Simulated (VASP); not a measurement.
# Cs3Pt (Pm-3m) in VASP: convergence with k mesh

Aim: find how far k mesh must go before the results for Cs3Pt settle, at r2SCAN. This setting moves, with any that are tied to it; all else stays.

Program: VASP 6.6.1. These are calculated values, not measurements. Logs are shortened: lines on timing, memory, paths and dates and some standing lists are left out, and cuts for length are marked.

## (1) Starting point

It takes space group Pm-3m (No. 221, cubic). The conventional cell has a = 5.778 Å, b = 5.778 Å, c = 5.778 Å, α = 90.00°, β = 90.00°, γ = 90.00°. Pt (site symmetry m-3m) is surrounded by 12 Cs at 4.09 Å. Around Cs (site symmetry 4/mmm) lie 4 Pt at 4.09 Å and 8 Cs at 4.09 Å.

The cell comes from a database or a generator and needn't be the stable form of this composition.

## (2) With k mesh 1 × 1 × 1

INCAR reads:

```
ALGO     = Normal         # electronic algorithm
EDIFF    = 1E-7           # SCF threshold, eV
ENCUT    = 520            # plane-wave cutoff, eV
ISIF     = 2              # what is computed and relaxed
ISMEAR   = 1              # smearing method
LASPH    = T              # aspherical terms in the spheres
LCHARG   = F              # write CHGCAR
LMIXTAU  = T            
LREAL    = F              # projectors in reciprocal space
LWAVE    = F              # write WAVECAR
METAGGA  = R2SCAN         # meta-GGA
NELM     = 60             # most SCF steps
PREC     = Accurate       # precision mode
SIGMA    = 0.1            # smearing width, eV
```

KPOINTS reads:

```
k-points
0
Gamma
  1 1 1
```

POSCAR reads:

```
Cs3Pt
1.0
    5.7776530000      0.0000000000      0.0000000000
    0.0000000000      5.7776530000      0.0000000000
    0.0000000000      0.0000000000      5.7776530000
Pt Cs
1 3
Direct
    0.5000000000      0.5000000000      0.5000000000
    0.5000000000      0.0000000000      0.0000000000
    0.0000000000      0.5000000000      0.0000000000
    0.0000000000      0.0000000000      0.5000000000
```

Potentials or basis: VASP PAW PBE potentials, release 64 (Pt, Cs_sv).

The run is started by

```console
> cat potpaw_PBE.64/Pt/POTCAR potpaw_PBE.64/Cs_sv/POTCAR > POTCAR
> mpirun -np 1 vasp_std > vasp.out
```

It took 2 min on 1 thread of AMD EPYC 7R43 (Zen 3), shared host; peak memory 0.29 GiB.

What came out:

```yaml
Free_energy: -128.8778 eV
Pressure: -4.0 GPa
Band_gap_on_the_k_mesh: none (metal or under the smearing width)
```

## (3) With k mesh 2 × 2 × 2

INCAR is that of step 2.

KPOINTS reads:

```
k-points
0
Gamma
  2 2 2
```

POSCAR is that of step 2.

Potentials or basis: VASP PAW PBE potentials, release 64 (Pt, Cs_sv).

The run is started by

```console
> cat potpaw_PBE.64/Pt/POTCAR potpaw_PBE.64/Cs_sv/POTCAR > POTCAR
> mpirun -np 1 vasp_std > vasp.out
```

Wall time 4.4 min (1 thread of AMD EPYC 7R43 (Zen 3), shared host); peak memory 0.3 GiB.

What came out:

| Quantity | Value |
| --- | --- |
| Free energy | -125.9904 eV |
| Pressure | -0.6 GPa |
| Band gap on the k mesh | none (metal or under the smearing width) |

## (4) With k mesh 3 × 3 × 3

INCAR is that of step 3.

KPOINTS reads:

```
k-points
0
Gamma
  3 3 3
```

POSCAR is that of step 3.

The run is started by

```console
> cat potpaw_PBE.64/Pt/POTCAR potpaw_PBE.64/Cs_sv/POTCAR > POTCAR
> mpirun -np 1 vasp_std > vasp.out
```

Run time: 4.1 min. Hardware: 1 thread of AMD EPYC 7R43 (Zen 3), shared host; peak memory 0.31 GiB.

Results:

| Property | Result |
| --- | --- |
| Free energy | -125.7787 eV |
| Pressure | -0.6 GPa |
| Band gap on the k mesh | none (metal or under the smearing width) |

## (5) With k mesh 4 × 4 × 4

INCAR is that of step 4.

KPOINTS reads:

```
k-points
0
Gamma
  4 4 4
```

POSCAR is that of step 4.

The run is started by

```console
> cat potpaw_PBE.64/Pt/POTCAR potpaw_PBE.64/Cs_sv/POTCAR > POTCAR
> mpirun -np 1 vasp_std > vasp.out
```

Wall time 7.1 min (1 thread of AMD EPYC 7R43 (Zen 3), shared host); peak memory 0.3 GiB.

Results:

```yaml
Free_energy: -125.8996 eV
Pressure: -1.0 GPa
Band_gap_on_the_k_mesh: none (metal or under the smearing width)
```

## (6) With k mesh 5 × 5 × 5

INCAR is that of step 5.

KPOINTS reads:

```
k-points
0
Gamma
  5 5 5
```

POSCAR is that of step 5.

Potentials or basis: VASP PAW PBE potentials, release 64 (Pt, Cs_sv).

The run is started by

```console
> cat potpaw_PBE.64/Pt/POTCAR potpaw_PBE.64/Cs_sv/POTCAR > POTCAR
> mpirun -np 1 vasp_std > vasp.out
```

Wall time 7.3 min (1 thread of AMD EPYC 7R43 (Zen 3), shared host); peak memory 0.32 GiB.

What came out:

```yaml
Free_energy: -125.8704 eV
Pressure: -0.7 GPa
Band_gap_on_the_k_mesh: none (metal or under the smearing width)
```

## (7) With k mesh 7 × 7 × 7

INCAR is that of step 6.

KPOINTS reads:

```
k-points
0
Gamma
  7 7 7
```

POSCAR is that of step 6.

The run is started by

```console
> cat potpaw_PBE.64/Pt/POTCAR potpaw_PBE.64/Cs_sv/POTCAR > POTCAR
> mpirun -np 1 vasp_std > vasp.out
```

It took 11 min on 1 thread of AMD EPYC 7R43 (Zen 3), shared host; peak memory 0.36 GiB.

What came out:

```
Free energy            : -125.8884 eV
Pressure               : -0.8 GPa
Band gap on the k mesh : none (metal or under the smearing width)
```

## (8) With k mesh 8 × 8 × 8

INCAR is that of step 7.

KPOINTS reads:

```
k-points
0
Gamma
  8 8 8
```

POSCAR is that of step 7.

Potentials or basis: VASP PAW PBE potentials, release 64 (Pt, Cs_sv).

The run is started by

```console
> cat potpaw_PBE.64/Pt/POTCAR potpaw_PBE.64/Cs_sv/POTCAR > POTCAR
> mpirun -np 1 vasp_std > vasp.out
```

OUTCAR:

```text
EDIFF = 1E-7
   ENCUT = 520
   ISIF = 2
   ISMEAR = 1
   LASPH = T
   LREAL = F
   METAGGA = R2SCAN
   NELM = 60
   PREC = Accurate

 ion  position               nearest neighbor table
   1  0.500  0.500  0.500-
   2  0.500  0.000  0.000-
   3  0.000  0.500  0.000-
   4  0.000  0.000  0.500-

  LATTYP: Found a simple cubic cell.
 ALAT       =     5.7776530000

  Lattice vectors:

 A1 = (   5.7776530000,   0.0000000000,   0.0000000000)
 A2 = (   0.0000000000,   5.7776530000,   0.0000000000)
 A3 = (   0.0000000000,   0.0000000000,   5.7776530000)

Analysis of symmetry for initial positions (statically):
=====================================================================
 Subroutine PRICEL returns:
 Original cell was already a primitive cell.

 Routine SETGRP: Setting up the symmetry group for a
 simple cubic supercell.

 Subroutine GETGRP returns: Found 48 space group operations
 (whereof 48 operations were pure point group operations)
 out of a pool of 48 trial point group operations.

The static configuration has the point symmetry O_h .

Analysis of symmetry for dynamics (positions and initial velocities):
=====================================================================
 Subroutine PRICEL returns:
 Original cell was already a primitive cell.

 Routine SETGRP: Setting up the symmetry group for a
 simple cubic supercell.

 Subroutine GETGRP returns: Found 48 space group operations
 (whereof 48 operations were pure point group operations)
 out of a pool of 48 trial point group operations.

The dynamic configuration has the point symmetry O_h .

 Subroutine INISYM returns: Found 48 space group operations
 (whereof 48 operations are pure point group operations),
 and found     1 'primitive' translations

----------------------------------------------------------------------------------------

                                     Primitive cell

  volume of cell :     192.8654

  direct lattice vectors                    reciprocal lattice vectors
     5.777653000  0.000000000  0.000000000     0.173080661  0.000000000  0.000000000
     0.000000000  5.777653000  0.000000000     0.000000000  0.173080661  0.000000000
[... 77 lines left out ...]
   NGX,Y,Z   is equivalent  to a cutoff of  13.81, 13.81, 13.81 a.u.
   NGXF,Y,Z  is equivalent  to a cutoff of  27.62, 27.62, 27.62 a.u.
 SYSTEM =  unknown system
   PREC   = accura    normal or accurate (medium, high low for compatibility)
   ISTART =      0    job   : 0-new  1-cont  2-samecut
   ICHARG =      2    charge: 1-file 2-atom 10-const
   ISPIN  =      1    spin polarized calculation?
   LNONCOLLINEAR =      F non collinear calculations
   LSORBIT =      F    spin-orbit coupling
   LASPH  =      T    aspherical Exc in radial PAW
   ENCUT  =  520.0 eV  38.22 Ry    6.18 a.u.  10.74 10.74 10.74*2*pi/ulx,y,z
   NELM   =     60;   NELMIN=  2; NELMDL= -5     # of ELM steps
   EDIFF  = 0.1E-06   stopping-criterion for ELM
   LREAL  =      F    real-space projection
   EDIFFG = 0.1E-05   stopping-criterion for IOM
   NSW    =      0    number of steps for IOM
   IBRION =     -1    ionic relax: 0-MD 1-quasi-New 2-CG
   NFREE  =      0    steps in history (QN), initial steepest desc. (CG)
   ISIF   =      2    stress and relaxation
   ISYM   =      2    0-nonsym 1-usesym 2-fastsym
   POTIM  = 0.5000    time-step for ionic-motion
   TEBEG  =    0.0;   TEEND  =   0.0 temperature during run
   PSTRESS=    0.0 pullay stress
   NELECT =      37.0000    total number of electrons
   NUPDOWN=      -1.0000    fix difference up-down
   EMIN   =  10.00;   EMAX   =-10.00  energy-range for DOS
   EFERMI =   0.00;   METHOD = LEGACY
   ISMEAR =     1;   SIGMA  =   0.10  broadening in eV -4-tet -1-fermi 0-gaus
   EFERMI_NEDOS =   21; number of points for ismear=-14 and -15
   IALGO  =     38    algorithm
   IMIX   =      4    mixing-type and parameters
     AMIX     =   0.40;   BMIX     =  1.00
     AMIX_MAG =   1.60;   BMIX_MAG =  1.00
  volume/ion in A,a.u.               =      48.22       325.38
  Fermi-wavevector in a.u.,A,eV,Ry     =   0.944185  1.784252 12.129405  0.891486
  Thomas-Fermi vector in A             =   2.071966
   LORBIT       =      0    0 simple, 1 ext, 2 COOP (PROOUT), +10 PAW based schemes
   METAGGA = R2SCAN    functional components
   LHFCALC =     F    Hartree Fock is set to
   AEXX    =    0.0000 exact exchange contribution
   IVDW    =     0    specifies the selected vdW correction
   LEPSILON=     F    determine dielectric tensor
   LRPA    =     F    only Hartree local field effects (RPA)
 non-spin polarized calculation
 Methfessel and Paxton  Order N= 1 SIGMA  =   0.10
  energy-cutoff  :      520.00
  volume of cell :      192.87
 maximum number of plane-waves:      5232
 NGX is ok and might be reduce to    48
   NGX = 21   NGY = 21   NGZ = 21

 number of electron      37.0000008 magnetization

 Free energy of the ion-electron system (eV)
  ---------------------------------------------------
  ext. energy  EPLUGINS =         0.00000000
  ---------------------------------------------------
  free energy    TOTEN  =      -125.88097162 eV

  energy without entropy =     -125.87743329  energy(sigma->0) =     -125.87979217

 E-fermi :   3.1022     XC(G=0):  -8.2444

 val. band max:        3.0888456417   @ k =   0.3750   0.2500   0.1250
 cond. band min:       3.1281587846   @ k =   0.5000   0.2500   0.0000
 fundamental gap:      0.0393131429
 Fermi energy:         3.1022106597

 k-point     1 :       0.0000    0.0000    0.0000
  band No.  band energies     occupation
      1     -21.7279      2.00000
      2     -21.4876      2.00000
      3     -21.4876      2.00000
      4      -8.6529      2.00000
      5      -8.6529      2.00000
      6      -8.6529      2.00000
[... 589 lines left out ...]
     21       4.1615     -0.00000
     22       4.3909     -0.00000

 [... further k-points ...]

------------------------ aborting loop because EDIFF is reached ----------------------------------------

  FORCE on cell =-STRESS in cart. coord.  units (eV):
  Direction    XX          YY          ZZ          XY          YZ          ZX
  --------------------------------------------------------------------------------------
  -------------------------------------------------------------------------------------
  Total       -0.9527969     -0.9527969     -0.9527969      0.0000000     -0.0000000      0.0000000
  in kB       -7.9151027     -7.9151027     -7.9151027      0.0000000     -0.0000000      0.0000000
  external PRESSURE =      -7.9151027 kB  Pullay stress =       0.0000000 kB

 VOLUME and BASIS-vectors are now :
 -----------------------------------------------------------------------------
  energy-cutoff  :      520.00
  volume of cell :      192.87
      direct lattice vectors                 reciprocal lattice vectors
     5.777653000  0.000000000  0.000000000     0.173080661  0.000000000  0.000000000
     0.000000000  5.777653000  0.000000000     0.000000000  0.173080661  0.000000000
     0.000000000  0.000000000  5.777653000     0.000000000  0.000000000  0.173080661

 POSITION                                       TOTAL-FORCE (eV/Angst)
 -----------------------------------------------------------------------------------
      2.88883      2.88883      2.88883         0.000000      0.000000      0.000000
      2.88883      0.00000      0.00000         0.000000      0.000000      0.000000
      0.00000      2.88883      0.00000         0.000000      0.000000      0.000000
      0.00000      0.00000      2.88883         0.000000      0.000000      0.000000
 -----------------------------------------------------------------------------------
    total drift:                                0.000000     -0.000000      0.000000

  FREE ENERGIE OF THE ION-ELECTRON SYSTEM (eV)
  ---------------------------------------------------
  free  energy   TOTEN  =      -125.8809716153 eV

  energy  without entropy=     -125.8774332888  energy(sigma->0) =     -125.87979217
```

Run time: 22 min. Hardware: 1 thread of AMD EPYC 7R43 (Zen 3), shared host; peak memory 0.4 GiB.

Results:

```yaml
Free_energy: -125.8810 eV
Pressure: -0.8 GPa
Band_gap_on_the_k_mesh: none (metal or under the smearing width)
```

## (9) Summary

| k mesh | energy less the tightest run, at zero smearing (meV/atom) | pressure (GPa) | SCF cycles | CPU time (s) | peak memory (GiB) |
| --- | --- | --- | --- | --- | --- |
| 1 × 1 × 1 | -747.15 | -4.04 | 31 | 120 | 0.29 |
| 2 × 2 × 2 | -27.82 | -0.62 | 28 | 260 | 0.3 |
| 3 × 3 × 3 | 26.04 | -0.56 | 26 | 250 | 0.31 |
| 4 × 4 × 4 | -4.91 | -0.95 | 23 | 420 | 0.3 |
| 5 × 5 × 5 | 2.57 | -0.70 | 25 | 430 | 0.32 |
| 7 × 7 × 7 | -2.26 | -0.81 | 26 | 690 | 0.36 |
| 8 × 8 × 8 | 0.00 | -0.79 | 26 | 1300 | 0.4 |

Against the tightest run, the pressure stays within 0.1 GPa from 5 × 5 × 5 on. Not settled before the last step: the energy (to 1 meV/atom). Meshes of other sizes hit other points, so gaps and Fermi surfaces needn't settle smoothly. The tightest run that finished is the yardstick and may itself not be fully converged.

Caveats: the PAW data sets were made with another functional, which shifts forces and pressure a little.
